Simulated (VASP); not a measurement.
# Y2C in VASP: a series of runs, part 2 of 2

VASP 6.6.1.

### Step 3. Single point, PBEsol

This run uses another cell than the first one, of 39.25 Å³/atom, 0.674 times its volume.

File INCAR:

```
SYSTEM = Y2C
PREC = Accurate ; ENCUT = 280
EDIFF = 1E-7 ; ISMEAR = 1
SIGMA = 0.1 ; LREAL = .False.
LASPH = .True. ; NELM = 120
ALGO = Normal ; ISIF = 2
LWAVE = .False. ; LCHARG = .False.
LDIPOL = .True. ; IDIPOL = 3
DIPOL = 0.5 0.5 0.500 ; GGA = PS
NBANDS = 40 ; LVHAR = .True.
LVACPOTAV = .True.
```

File KPOINTS:

```
Automatic mesh
0
Gamma
  7 7 1
  0 0 0
```

File POSCAR:

```
Y2C
1.0
    3.6248384738      0.0000000000      0.0000000000
   -1.8124192369      3.1392022029      0.0000000000
    0.0000000000      0.0000000000     20.6970909600
Y C
4 2
Direct
    0.0000000000      0.0000000000      0.2898958125
    0.3333333333      0.6666666667      0.4207881666
    0.6666666667      0.3333333333      0.5792118334
    0.0000000000      0.0000000000      0.7101041875
    0.6666666667      0.3333333333      0.3553419896
    0.3333333333      0.6666666667      0.6446580104
```

Potentials or basis: VASP PAW PBE potentials, release 64 (Y_sv, C).

Command:

```sh
$ cat potpaw_PBE.64/Y_sv/POTCAR potpaw_PBE.64/C/POTCAR > POTCAR
$ mpirun -np 1 vasp_std > vasp.out
```

OUTCAR:

```text
SYSTEM = Y2C
   PREC = Accurate
   ENCUT = 280
   EDIFF = 1E-7
   ISMEAR = 1
   LREAL = .False.
   LASPH = .True.
   NELM = 120
   ISIF = 2
   GGA = PS

 Found      8 irreducible k-points:

 Following reciprocal coordinates:
            Coordinates               Weight
  0.000000  0.000000  0.000000      1.000000
  0.142857 -0.000000  0.000000      6.000000
  0.285714 -0.000000  0.000000      6.000000
  0.428571 -0.000000  0.000000      6.000000
  0.142857  0.142857  0.000000      6.000000
  0.285714  0.142857  0.000000     12.000000
   k-points           NKPTS =      8   k-points in BZ     NKDIM =      8   number of bands    NBANDS=     40
   number of dos      NEDOS =    301   number of ions     NIONS =      6
   total plane-waves  NPLWV =  48000
   dimension x,y,z NGX =    20 NGY =   20 NGZ =  120
   dimension x,y,z NGXF=    40 NGYF=   40 NGZF=  240
   ions per type =               4   2
   NGX,Y,Z   is equivalent  to a cutoff of   9.17,  9.17,  9.64 a.u.
   NGXF,Y,Z  is equivalent  to a cutoff of  18.35, 18.35, 19.28 a.u.
 SYSTEM =  Y2C
   PREC   = accura    normal or accurate (medium, high low for compatibility)
   ISTART =      0    job   : 0-new  1-cont  2-samecut
   ICHARG =      2    charge: 1-file 2-atom 10-const
   ISPIN  =      1    spin polarized calculation?
   LNONCOLLINEAR =      F non collinear calculations
   LSORBIT =      F    spin-orbit coupling
   LASPH  =      T    aspherical Exc in radial PAW
   ENCUT  =  280.0 eV  20.58 Ry    4.54 a.u.   4.95  4.95 28.24*2*pi/ulx,y,z
   NELM   =    120;   NELMIN=  2; NELMDL= -5     # of ELM steps
   EDIFF  = 0.1E-06   stopping-criterion for ELM
   LREAL  =      F    real-space projection
   EDIFFG = 0.1E-05   stopping-criterion for IOM
   NSW    =      0    number of steps for IOM
   IBRION =     -1    ionic relax: 0-MD 1-quasi-New 2-CG
   NFREE  =      0    steps in history (QN), initial steepest desc. (CG)
   ISIF   =      2    stress and relaxation
   ISYM   =      2    0-nonsym 1-usesym 2-fastsym
   POTIM  = 0.5000    time-step for ionic-motion
   TEBEG  =    0.0;   TEEND  =   0.0 temperature during run
   PSTRESS=    0.0 pullay stress
   NELECT =      52.0000    total number of electrons
   NUPDOWN=      -1.0000    fix difference up-down
   EMIN   =  10.00;   EMAX   =-10.00  energy-range for DOS
   EFERMI =   0.00;   METHOD = LEGACY
   ISMEAR =     1;   SIGMA  =   0.10  broadening in eV -4-tet -1-fermi 0-gaus
   EFERMI_NEDOS =   21; number of points for ismear=-14 and -15
   IALGO  =     38    algorithm
   IMIX   =      4    mixing-type and parameters
     AMIX     =   0.40;   BMIX     =  1.00
     AMIX_MAG =   1.60;   BMIX_MAG =  1.00
  volume/ion in A,a.u.               =      39.25       264.89
  Fermi-wavevector in a.u.,A,eV,Ry     =   0.989472  1.869831 13.320851  0.979055
  Thomas-Fermi vector in A             =   2.121073
   LORBIT       =      0    0 simple, 1 ext, 2 COOP (PROOUT), +10 PAW based schemes
   GGA     = PS    functional components
   LHFCALC =     F    Hartree Fock is set to
   AEXX    =    0.0000 exact exchange contribution
   IVDW    =     0    specifies the selected vdW correction
   LEPSILON=     F    determine dielectric tensor
   LRPA    =     F    only Hartree local field effects (RPA)
 non-spin polarized calculation
 Methfessel and Paxton  Order N= 1 SIGMA  =   0.10
  energy-cutoff  :      280.00
  volume of cell :      235.51
 maximum number of plane-waves:      2543
 NGX is ok and might be reduce to    20
   NGX =  9   NGY =  9   NGZ = 57

 number of electron      52.0000006 magnetization

 dipolmoment           0.000000      0.000000      0.000000 electrons x Angstroem

 Free energy of the ion-electron system (eV)
  ---------------------------------------------------
  ext. energy  EPLUGINS =         0.00000000
  ---------------------------------------------------
  free energy    TOTEN  =       -47.22073193 eV

  energy without entropy =      -47.20020687  energy(sigma->0) =      -47.21389025

 E-fermi :   0.5049     XC(G=0):  -6.6143

 val. band max:        0.4877140249   @ k =   0.2857   0.2857   0.0000
 cond. band min:       0.5063681322   @ k =   0.2857   0.1429   0.0000
 fundamental gap:      0.0186541073
 Fermi energy:         0.5049061863

 k-point     1 :       0.0000    0.0000    0.0000
  band No.  band energies     occupation
      1     -41.8297      2.00000
      2     -41.8296      2.00000
      3     -41.3612      2.00000
      4     -41.3493      2.00000
      5     -22.0806      2.00000
      6     -22.0626      2.00000
[... 235 lines left out ...]
     37       4.7607      0.00000
     38       5.1128      0.00000

 [... further k-points ...]

 [bands above 38 left out]

------------------------ aborting loop because EDIFF is reached ----------------------------------------

  FORCE on cell =-STRESS in cart. coord.  units (eV):
  Direction    XX          YY          ZZ          XY          YZ          ZX
  --------------------------------------------------------------------------------------
  -------------------------------------------------------------------------------------
  Total       -7.1861008     -7.1861008     -5.4967710      0.0000000      0.0000000      0.0000000
  in kB      -48.8862393    -48.8862393    -37.3939181      0.0000000      0.0000000      0.0000000
  external PRESSURE =     -45.0554656 kB  Pullay stress =       0.0000000 kB

 VOLUME and BASIS-vectors are now :
 -----------------------------------------------------------------------------
  energy-cutoff  :      280.00
  volume of cell :      235.51
      direct lattice vectors                 reciprocal lattice vectors
     3.624838474  0.000000000  0.000000000     0.275874362  0.159276137  0.000000000
    -1.812419237  3.139202203  0.000000000     0.000000000  0.318552274  0.000000000
     0.000000000  0.000000000 20.697090960     0.000000000  0.000000000  0.048315969

 POSITION                                       TOTAL-FORCE (eV/Angst)
 -----------------------------------------------------------------------------------
      0.00000      0.00000      6.00000        -0.000000     -0.000000      0.785820
     -0.00000      2.09280      8.70909         0.000000      0.000000     -0.368044
      1.81242      1.04640     11.98800        -0.000000     -0.000000      0.368044
      0.00000      0.00000     14.69709         0.000000      0.000000     -0.785820
      1.81242      1.04640      7.35455        -0.000000     -0.000000     -0.509368
     -0.00000      2.09280     13.34255         0.000000      0.000000      0.509368
 -----------------------------------------------------------------------------------
    total drift:                                0.000000     -0.000000      0.000000

  FREE ENERGIE OF THE ION-ELECTRON SYSTEM (eV)
  ---------------------------------------------------
  free  energy   TOTEN  =       -47.2207319336 eV

  energy  without entropy=      -47.2002068707  energy(sigma->0) =      -47.21389025
```

OSZICAR:

```text
N       E                     dE             d eps       ncg     rms          rms(c)
DAV:   1     0.211369672828E+03    0.21137E+03   -0.19200E+04   752   0.767E+02
DAV:   2    -0.297225304473E+02   -0.24109E+03   -0.23031E+03   752   0.234E+02
DAV:   3    -0.570087609653E+02   -0.27286E+02   -0.27001E+02  1016   0.516E+01
DAV:   4    -0.600642835953E+02   -0.30555E+01   -0.30480E+01  1096   0.168E+01
[... 15 lines left out ...]
DAV:  20    -0.472206969042E+02   -0.15209E-04   -0.15959E-05   848   0.118E-02    0.472E-02
DAV:  21    -0.472207307550E+02   -0.33851E-04   -0.31274E-05   728   0.115E-02    0.338E-02
DAV:  22    -0.472207314167E+02   -0.66171E-06   -0.40807E-06   832   0.587E-03    0.335E-03
DAV:  23    -0.472207319528E+02   -0.53613E-06   -0.10518E-06   600   0.279E-03    0.401E-03
DAV:  24    -0.472207319336E+02    0.19204E-07   -0.20835E-07   592   0.111E-03
   1 F= -.47220732E+02 E0= -.47213890E+02  d E =-.205251E-01
```

stdout:

```text
POSCAR found type information on POSCAR Y C
 POSCAR found :  2 types and       6 ions
 scaLAPACK will be used
 -----------------------------------------------------------------------------
|                                                                             |
[... 39 lines left out ...]
|     field-free region was found. Please increase the size of  your cell     |
|     in the dimension of the dipole correction to obtain accurate            |
|     workfunction values.                                                    |
|                                                                             |
 -----------------------------------------------------------------------------
```

Run time: 38 s. Hardware: 1 thread of Intel Xeon 6975P-C (Granite Rapids), shared host; peak memory 0.21 GiB.

The run converged, but a check on its numbers failed (symmetry, net force, bounds or a known fault of this set-up), so they aren't taken as properties of the slab.

Caveat: the cutoff lies under the usual one of these potentials, so the numbers hold a large basis-set error; the PAW data sets were made with another functional, which shifts forces and pressure a little.

### Step 4. Single point, PBEsol

This run uses another cell than the first one, of 39.25 Å³/atom, 0.674 times its volume.

INCAR: that of step 3 with these lines changed.

```diff
@@ -1,3 +1,3 @@
 SYSTEM = Y2C
-PREC = Accurate ; ENCUT = 280
+PREC = Accurate ; ENCUT = 460
 EDIFF = 1E-7 ; ISMEAR = 1
```

KPOINTS is that of step 3.

POSCAR is that of step 3.

Potentials or basis: VASP PAW PBE potentials, release 64 (Y_sv, C).

Command:

```sh
$ cat potpaw_PBE.64/Y_sv/POTCAR potpaw_PBE.64/C/POTCAR > POTCAR
$ mpirun -np 1 vasp_std > vasp.out
```

OUTCAR:

```text
SYSTEM = Y2C
   PREC = Accurate
   ENCUT = 460
   EDIFF = 1E-7
   ISMEAR = 1
   LREAL = .False.
   LASPH = .True.
   NELM = 120
   ISIF = 2
   GGA = PS

 Found      8 irreducible k-points:

 Following reciprocal coordinates:
            Coordinates               Weight
  0.000000  0.000000  0.000000      1.000000
  0.142857 -0.000000  0.000000      6.000000
  0.285714 -0.000000  0.000000      6.000000
  0.428571 -0.000000  0.000000      6.000000
  0.142857  0.142857  0.000000      6.000000
  0.285714  0.142857  0.000000     12.000000
   k-points           NKPTS =      8   k-points in BZ     NKDIM =      8   number of bands    NBANDS=     40
   number of dos      NEDOS =    301   number of ions     NIONS =      6
   total plane-waves  NPLWV = 117600
   dimension x,y,z NGX =    28 NGY =   28 NGZ =  150
   dimension x,y,z NGXF=    56 NGYF=   56 NGZF=  300
   ions per type =               4   2
   NGX,Y,Z   is equivalent  to a cutoff of  12.84, 12.84, 12.05 a.u.
   NGXF,Y,Z  is equivalent  to a cutoff of  25.68, 25.68, 24.10 a.u.
 SYSTEM =  Y2C
   PREC   = accura    normal or accurate (medium, high low for compatibility)
   ISTART =      0    job   : 0-new  1-cont  2-samecut
   ICHARG =      2    charge: 1-file 2-atom 10-const
   ISPIN  =      1    spin polarized calculation?
   LNONCOLLINEAR =      F non collinear calculations
   LSORBIT =      F    spin-orbit coupling
   LASPH  =      T    aspherical Exc in radial PAW
   ENCUT  =  460.0 eV  33.81 Ry    5.81 a.u.   6.34  6.34 36.19*2*pi/ulx,y,z
   NELM   =    120;   NELMIN=  2; NELMDL= -5     # of ELM steps
   EDIFF  = 0.1E-06   stopping-criterion for ELM
   LREAL  =      F    real-space projection
   EDIFFG = 0.1E-05   stopping-criterion for IOM
   NSW    =      0    number of steps for IOM
   IBRION =     -1    ionic relax: 0-MD 1-quasi-New 2-CG
   NFREE  =      0    steps in history (QN), initial steepest desc. (CG)
   ISIF   =      2    stress and relaxation
   ISYM   =      2    0-nonsym 1-usesym 2-fastsym
   POTIM  = 0.5000    time-step for ionic-motion
   TEBEG  =    0.0;   TEEND  =   0.0 temperature during run
   PSTRESS=    0.0 pullay stress
   NELECT =      52.0000    total number of electrons
   NUPDOWN=      -1.0000    fix difference up-down
   EMIN   =  10.00;   EMAX   =-10.00  energy-range for DOS
   EFERMI =   0.00;   METHOD = LEGACY
[... 16 lines left out ...]
 non-spin polarized calculation
 Methfessel and Paxton  Order N= 1 SIGMA  =   0.10
  energy-cutoff  :      460.00
  volume of cell :      235.51
 maximum number of plane-waves:      5303
 NGX is ok and might be reduce to    28
   NGX = 13   NGY = 13   NGZ = 73

 dipolmoment           0.000000      0.000000      0.000000 electrons x Angstroem

 number of electron      52.0000000 magnetization

 dipolmoment           0.000000      0.000000     -0.000000 electrons x Angstroem

 Free energy of the ion-electron system (eV)
  ---------------------------------------------------
  ext. energy  EPLUGINS =         0.00000000
  ---------------------------------------------------
  free energy    TOTEN  =       -47.23252925 eV

  energy without entropy =      -47.21183609  energy(sigma->0) =      -47.22563153

 E-fermi :   0.4976     XC(G=0):  -6.6135

 val. band max:        0.4799652118   @ k =   0.2857   0.2857   0.0000
 cond. band min:       0.4994255048   @ k =   0.2857   0.1429   0.0000
 fundamental gap:      0.0194602930
 Fermi energy:         0.4975786611

 k-point     1 :       0.0000    0.0000    0.0000
  band No.  band energies     occupation
      1     -41.8406      2.00000
      2     -41.8405      2.00000
      3     -41.3714      2.00000
      4     -41.3594      2.00000
      5     -22.0878      2.00000
      6     -22.0700      2.00000
[... 235 lines left out ...]
     37       4.7507      0.00000
     38       5.0976      0.00000

 [... further k-points ...]

 [bands above 38 left out]

------------------------ aborting loop because EDIFF is reached ----------------------------------------

  FORCE on cell =-STRESS in cart. coord.  units (eV):
  Direction    XX          YY          ZZ          XY          YZ          ZX
  --------------------------------------------------------------------------------------
  -------------------------------------------------------------------------------------
  Total       -4.4386770     -4.4386770     -2.8302162      0.0000000      0.0000000      0.0000000
  in kB      -30.1958230    -30.1958230    -19.2536441      0.0000000      0.0000000      0.0000000
  external PRESSURE =     -26.5484300 kB  Pullay stress =       0.0000000 kB

 VOLUME and BASIS-vectors are now :
 -----------------------------------------------------------------------------
  energy-cutoff  :      460.00
  volume of cell :      235.51
      direct lattice vectors                 reciprocal lattice vectors
     3.624838474  0.000000000  0.000000000     0.275874362  0.159276137  0.000000000
    -1.812419237  3.139202203  0.000000000     0.000000000  0.318552274  0.000000000
     0.000000000  0.000000000 20.697090960     0.000000000  0.000000000  0.048315969

 POSITION                                       TOTAL-FORCE (eV/Angst)
 -----------------------------------------------------------------------------------
      0.00000      0.00000      6.00000         0.000000      0.000000      0.816381
     -0.00000      2.09280      8.70909        -0.000000      0.000000     -0.390846
      1.81242      1.04640     11.98800        -0.000000     -0.000000      0.390846
      0.00000      0.00000     14.69709        -0.000000     -0.000000     -0.816381
      1.81242      1.04640      7.35455         0.000000      0.000000     -0.510222
     -0.00000      2.09280     13.34255         0.000000      0.000000      0.510222
 -----------------------------------------------------------------------------------
    total drift:                               -0.000000      0.000000     -0.000000

  FREE ENERGIE OF THE ION-ELECTRON SYSTEM (eV)
  ---------------------------------------------------
  free  energy   TOTEN  =       -47.2325292493 eV

  energy  without entropy=      -47.2118360914  energy(sigma->0) =      -47.22563153
```

It took 84 s on 1 thread of Intel Xeon 6975P-C (Granite Rapids), shared host; peak memory 0.35 GiB.

These settings aren't checked as converged: the numbers below hold their error.

Results:

| Quantity | Value |
| --- | --- |
| Free energy | -47.2325 eV |
| Largest force | 0.816 eV/Å |
| Band gap on the k mesh | none (metal or under the smearing width) |

Caveat: the cutoff is under 1.25 times the usual one of these potentials, so pressure, stress and relaxed cells hold a basis-set (Pulay) error; the PAW data sets were made with another functional, which shifts forces and pressure a little.
